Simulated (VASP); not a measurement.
Computed with PBEsol GGA, VASP's PBE PAW potentials (set 64) (plane waves; VASP).

VASP input:

**POSCAR**
```
Ga3InN4
3.2641420
  0.5000000791  -0.8660254137   0.0000000000
  0.5000000791   0.8660254137   0.0000000000
  0.0000000000   0.0000000000   3.2802467797
In Ga N
1 3 4
Direct
  0.6666670000   0.3333330000   0.2514759853
  0.3333330000   0.6666670000   0.9902395761
  0.6666670000   0.3333330000   0.7509767319
  0.3333330000   0.6666670000   0.5114544079
  0.6666670000   0.3333330000   0.4540702021
  0.3333330000   0.6666670000   0.1696353799
  0.6666670000   0.3333330000   0.9327745499
  0.3333330000   0.6666670000   0.6933731670
```

**INCAR**
```
ALGO=Normal
EDIFF=1E-7
ENCUT=520
GGA=PS
ICHARG=11
ISMEAR=0
LASPH=.TRUE.
LCHARG=.FALSE.
LMAXMIX=4
LORBIT=11
LREAL=.FALSE.
LWAVE=.FALSE.
NELM=100
PREC=Accurate
SIGMA=0.05
SYSTEM=Ga3InN4
```

### KPOINTS
```
k-points along high-symmetry lines
10
Line-mode
Reciprocal
  0.000000   0.000000   0.000000 ! GAMMA
  0.500000   0.000000   0.000000 ! M

  0.500000   0.000000   0.000000 ! M
  0.333333   0.333333   0.000000 ! K

  0.333333   0.333333   0.000000 ! K
  0.000000   0.000000   0.000000 ! GAMMA

  0.000000   0.000000   0.000000 ! GAMMA
  0.000000   0.000000   0.500000 ! A

  0.000000   0.000000   0.500000 ! A
  0.500000   0.000000   0.500000 ! L

  0.500000   0.000000   0.500000 ! L
  0.333333   0.333333   0.500000 ! H

  0.333333   0.333333   0.500000 ! H
  0.000000   0.000000   0.500000 ! A

  0.500000   0.000000   0.500000 ! L
  0.500000   0.000000   0.000000 ! M

  0.333333   0.333333   0.500000 ! H
  0.333333   0.333333   0.000000 ! K
```

POTCAR, in this order: In_d Ga_d N (PBE.64 set). Program: vasp_std. Read from the step before: CHGCAR.

Output of the run:

**OUTCAR**
```
 ion  position               nearest neighbor table
   1  0.667  0.333  0.251-   6 2.08   6 2.08   6 2.08   5 2.17   4 3.36   4 3.36   4 3.36   2 3.37
                             2 3.37   2 3.37
   2  0.333  0.667  0.990-   6 1.92   7 1.98   7 1.98   7 1.98   1 3.37   1 3.37   1 3.37
   3  0.667  0.333  0.751-   7 1.95   8 1.98   8 1.98   8 1.98
   4  0.333  0.667  0.511-   8 1.95   5 1.98   5 1.98   5 1.98   1 3.36   1 3.36   1 3.36
   5  0.667  0.333  0.454-   4 1.98   4 1.98   4 1.98   1 2.17
   6  0.333  0.667  0.170-   2 1.92   1 2.08   1 2.08   1 2.08
   7  0.667  0.333  0.933-   3 1.95   2 1.98   2 1.98   2 1.98
   8  0.333  0.667  0.693-   4 1.95   3 1.98   3 1.98   3 1.98
  LATTYP: Found a hexagonal cell.
 ALAT       =     3.2641421572
 C/A-ratio  =     3.2802466217
 Subroutine PRICEL returns:
 Original cell was already a primitive cell.
 Subroutine GETGRP returns: Found  6 space group operations
The static configuration has the point symmetry C_3v.
The dynamic configuration has the point symmetry C_3v.
 Subroutine INISYM returns: Found  6 space group operations
   k-points           NKPTS =     90   k-points in BZ     NKDIM =     90   number of bands    NBANDS=     43
   number of dos      NEDOS =    301   number of ions     NIONS =      8
   total plane-waves  NPLWV =  46080
   dimension x,y,z NGX =    24 NGY =   24 NGZ =   80
   dimension x,y,z NGXF=    48 NGYF=   48 NGZF=  160
   ions per type =               1   3   4
   PREC   = accura    normal or accurate (medium, high low for compatibility)
   ISTART =      0    job   : 0-new  1-cont  2-samecut
   ICHARG =     11    charge: 1-file 2-atom 10-const
   ISPIN  =      1    spin polarized calculation?
   LNONCOLLINEAR =      F non collinear calculations
   LSORBIT =      F    spin-orbit coupling
   INIWAV =      1    electr: 0-lowe 1-rand  2-diag
   ENCUT  =  520.0 eV  38.22 Ry    6.18 a.u.   6.07  6.07 19.91*2*pi/ulx,y,z
   NELM   =    100;   NELMIN=  2; NELMDL= -5     # of ELM steps
   EDIFF  = 0.1E-06   stopping-criterion for ELM
   LREAL  =      F    real-space projection
   NLSPLINE    = F    spline interpolate recip. space projectors
   LMAXMIX     =    4 max onsite mixed and CHGCAR
   VOSKOWN=      0    Vosko Wilk Nusair interpolation
   EDIFFG = 0.1E-05   stopping-criterion for IOM
   NSW    =      0    number of steps for IOM
   NBLOCK =      1;   KBLOCK =      1    inner block; outer block
   IBRION =     -1    ionic relax: 0-MD 1-quasi-New 2-CG
   NFREE  =      0    steps in history (QN), initial steepest desc. (CG)
   ISIF   =      2    stress and relaxation
   ISYM   =      2    0-nonsym 1-usesym 2-fastsym
   TEIN   =    0.0    initial temperature
   TEBEG  =    0.0;   TEEND  =   0.0 temperature during run
   SMASS  =  -3.00    Nose mass-parameter (am)
   PSTRESS=    0.0 pullay stress
   NELECT =      72.0000    total number of electrons
   EFERMI =   0.00;   METHOD = LEGACY
   ISMEAR =     0;   SIGMA  =   0.05  broadening in eV -4-tet -1-fermi 0-gaus
   IALGO  =     38    algorithm
   LDIAG  =      T    sub-space diagonalisation (order eigenvalues)
   IMIX   =      4    mixing-type and parameters
     AMIX     =   0.40;   BMIX     =  1.00
     AMIX_MAG =   1.60;   BMIX_MAG =  1.00
     AMIN     =   0.10
   GGA     = PS    functional components
   VOSKOWN =     0    Vosko Wilk Nusair interpolation
   LHFCALC =     F    Hartree Fock is set to
   LHFONE  =     F    Hartree Fock one center treatment
   AEXX    =    0.0000 exact exchange contribution
   IVDW    =     0    specifies the selected vdW correction
   LEPSILON=     F    determine dielectric tensor
   LRPA    =     F    only Hartree local field effects (RPA)
  energy-cutoff  :      520.00
  volume of cell :       98.80
      direct lattice vectors                 reciprocal lattice vectors
     1.632071258 -2.826829926  0.000000000     0.306359172 -0.176876577  0.000000000
     1.632071258  2.826829926  0.000000000     0.306359172  0.176876577  0.000000000
     0.000000000  0.000000000 10.707191284     0.000000000  0.000000000  0.093395175
 k-point     1 :   0.0000 0.0000 0.0000  plane waves:    2619
 k-point     2 :   0.0556 0.0000 0.0000  plane waves:    2631
...
```

### OSZICAR
```
       N       E                     dE             d eps       ncg     rms          rms(c)
DAV:   1     0.787846331947E+03    0.78785E+03   -0.33975E+04  8253   0.298E+03
DAV:   2     0.107069571082E+03   -0.68078E+03   -0.66089E+03  7916   0.712E+02
DAV:   3    -0.360194915279E+02   -0.14309E+03   -0.13785E+03  8829   0.237E+02
DAV:   4    -0.482366891542E+02   -0.12217E+02   -0.12109E+02  9701   0.676E+01
DAV:   5    -0.486449747751E+02   -0.40829E+00   -0.40702E+00 10496   0.132E+01
DAV:   6    -0.486593484745E+02   -0.14374E-01   -0.14364E-01 11698   0.230E+00
DAV:   7    -0.486596987530E+02   -0.35028E-03   -0.35014E-03 10808   0.314E-01
DAV:   8    -0.486597097310E+02   -0.10978E-04   -0.10976E-04 11684   0.582E-02
DAV:   9    -0.486597101038E+02   -0.37280E-06   -0.37277E-06 11029   0.961E-03
DAV:  10    -0.486597101131E+02   -0.93623E-08   -0.93554E-08  6686   0.174E-03
   1 F= -.48659710E+02 E0= -.48659710E+02  d E =-.235852E-13
```

File OUTCAR:
```
 val. band max:        5.9597799944   @ k =   0.0000   0.0000   0.0000

 cond. band min:       6.6447941586   @ k =   0.0000   0.0000   0.0000



 k-point     1 :       0.0000    0.0000    0.0000
  band No.  band energies     occupation
      1     -10.0378      2.00000
      2      -9.5978      2.00000
      3      -9.4552      2.00000
      4      -9.2439      2.00000
      5      -7.9359      2.00000
      6      -7.9358      2.00000
      7      -7.8251      2.00000
      8      -7.8197      2.00000
      9      -7.8197      2.00000
     10      -7.6820      2.00000
     11      -7.6820      2.00000
     12      -7.6675      2.00000
     13      -7.6675      2.00000
     14      -7.5901      2.00000
     15      -7.5901      2.00000
     16      -7.5307      2.00000
     17      -7.5307      2.00000
     18      -7.4203      2.00000
     19      -7.3884      2.00000
     20      -7.3884      2.00000
     21      -7.3259      2.00000
     22      -7.1043      2.00000
     23      -7.1043      2.00000
     24      -6.0277      2.00000
     25      -1.2389      2.00000
     26       1.6857      2.00000
     27       1.8935      2.00000
     28       4.4592      2.00000
     29       4.4593      2.00000
     30       4.9173      2.00000
     31       4.9174      2.00000
     32       5.2200      2.00000
     33       5.2200      2.00000
     34       5.5078      2.00000
     35       5.9598      2.00000
     36       5.9598      2.00000
     37       6.6448      0.00000
     38       9.0520      0.00000
     39       9.3128      0.00000
     40       9.4610      0.00000
     41      12.6854      0.00000
     42      14.1740      0.00000
     43      14.7518      0.00000

 k-point     2 :       0.0556    0.0000    0.0000
  band No.  band energies     occupation
      1     -10.0112      2.00000
      2      -9.5821      2.00000
      3      -9.4446      2.00000
      4      -9.2403      2.00000
      5      -7.9313      2.00000
      6      -7.9310      2.00000
...
```

The density is held fixed in this step, so its total energy and stress have no physical meaning. Unless said otherwise, spin-orbit coupling is left out, though it shifts the bands of the heavy elements here.

The structure was generated: Ga3InN4 was put into an ordered model structure (P3m1), which need not be its known phase. It was relaxed first.
